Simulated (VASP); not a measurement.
Computed with r2SCAN meta-GGA, VASP's PBE PAW potentials (set 64) (plane waves; VASP 6.6.1).

VASP ran on this input.

KPOINTS:
```
Automatic
0
G
9 9 9
0 0 0
```

**INCAR**
```
! general
SYSTEM =InSb
PREC   =Accurate
ENCUT  =400
LREAL  =.FALSE.
LASPH  =.TRUE.

! electronic loop
EDIFF  =1E-6
NELM   =100
ALGO   =Normal
LMAXMIX=4
LMIXTAU=.TRUE.

! smearing
ISMEAR =1
SIGMA  =0.1

! functional
METAGGA=R2SCAN

! ions
IBRION =2
NSW    =60
ISIF   =3
EDIFFG =-0.01

! output
LWAVE  =.FALSE.
LCHARG =.FALSE.
```

**POSCAR**
```
InSb
1
    0.0000000000     3.2779387233     3.2779387233
    3.2779387233     0.0000000000     3.2779387233
    3.2779387233     3.2779387233    -0.0000000000
In Sb
1 1
Direct
  0.0000000000   0.0000000000   0.0000000000
  0.2500000000   0.2500000000   0.2500000000
```

POTCAR, in this order: In_d Sb (PBE.64 set). Program: vasp_std.

The run wrote:

### OSZICAR
```
       N       E                     dE             d eps       ncg     rms          rms(c)
DAV:   1     0.617000425126E+02    0.61700E+02   -0.71822E+03   910   0.116E+03
DAV:   2    -0.449680323246E+02   -0.10667E+03   -0.10433E+03   990   0.287E+02
DAV:   3    -0.516719527940E+02   -0.67039E+01   -0.66777E+01  1195   0.838E+01
DAV:   4    -0.518594649119E+02   -0.18751E+00   -0.18747E+00  1151   0.166E+01
DAV:   5    -0.518660997894E+02   -0.66349E-02   -0.66347E-02  1304   0.232E+00    0.514E+00
DAV:   6    -0.488368266544E+02    0.30293E+01   -0.16812E+00  1080   0.284E+01    0.279E+00
DAV:   7    -0.486650581356E+02    0.17177E+00   -0.47991E-01   930   0.101E+01    0.141E+00
DAV:   8    -0.488599323474E+02   -0.19487E+00   -0.36350E-01   915   0.646E+00    0.966E-01
DAV:   9    -0.487395667687E+02    0.12037E+00   -0.42268E-02   960   0.268E+00    0.663E-01
DAV:  10    -0.487547609401E+02   -0.15194E-01   -0.91861E-03  1000   0.106E+00    0.104E+00
DAV:  11    -0.487626486361E+02   -0.78877E-02   -0.34904E-02   936   0.172E+00    0.359E-01
DAV:  12    -0.487647751316E+02   -0.21265E-02   -0.61728E-03  1070   0.506E-01    0.263E-01
DAV:  13    -0.487654069183E+02   -0.63179E-03   -0.34757E-04   965   0.160E-01    0.313E-01
DAV:  14    -0.487647196370E+02    0.68728E-03   -0.31072E-04   930   0.138E-01    0.345E-01
DAV:  15    -0.487617957067E+02    0.29239E-02   -0.14506E-03   925   0.300E-01    0.657E-01
DAV:  16    -0.487559047445E+02    0.58910E-02   -0.45725E-03   920   0.791E-01    0.252E+00
DAV:  17    -0.487644441433E+02   -0.85394E-02   -0.10285E-02   915   0.129E+00    0.321E-01
DAV:  18    -0.487651661609E+02   -0.72202E-03   -0.23796E-03   985   0.449E-01    0.550E-02
DAV:  19    -0.487652196934E+02   -0.53533E-04   -0.16792E-04   950   0.143E-01    0.521E-02
DAV:  20    -0.487652799927E+02   -0.60299E-04   -0.19022E-04   910   0.164E-01    0.429E-02
DAV:  21    -0.487653052701E+02   -0.25277E-04   -0.45932E-05   920   0.838E-02    0.312E-02
DAV:  22    -0.487653100190E+02   -0.47489E-05   -0.24082E-06  1057   0.213E-02    0.205E-02
DAV:  23    -0.487653104701E+02   -0.45111E-06   -0.81846E-07   645   0.991E-03
   1 F= -.48765310E+02 E0= -.48765308E+02  d E =-.487653E+02
```

File OUTCAR:
```
------------------------ aborting loop because EDIFF is reached ----------------------------------------
  FORCE on cell =-STRESS in cart. coord.  units (eV):
  Direction    XX          YY          ZZ          XY          YZ          ZX
  --------------------------------------------------------------------------------------
  Total       -0.0004338     -0.0004338     -0.0004338      0.0000000      0.0000000      0.0000000
  in kB       -0.0098660     -0.0098660     -0.0098660      0.0000000      0.0000000      0.0000000
  external PRESSURE =      -0.0098660 kB  Pullay stress =       0.0000000 kB
  volume of cell :       70.44
      direct lattice vectors                 reciprocal lattice vectors
     0.000000000  3.277938723  3.277938723    -0.152534883  0.152534883  0.152534883
     3.277938723  0.000000000  3.277938723     0.152534883 -0.152534883  0.152534883
     3.277938723  3.277938723  0.000000000     0.152534883  0.152534883 -0.152534883
  FREE ENERGIE OF THE ION-ELECTRON SYSTEM (eV)
  ---------------------------------------------------
  free  energy   TOTEN  =       -48.7653104701 eV

  energy  without entropy=      -48.7653030102  energy(sigma->0) =      -48.76530798

 reached required accuracy - stopping structural energy minimisation
```
(Selected blocks of OUTCAR.)

The structure was generated: InSb was put into the zinc blende type (F-43m), which need not be its known phase. It was relaxed first. The start is the result of an earlier pass.
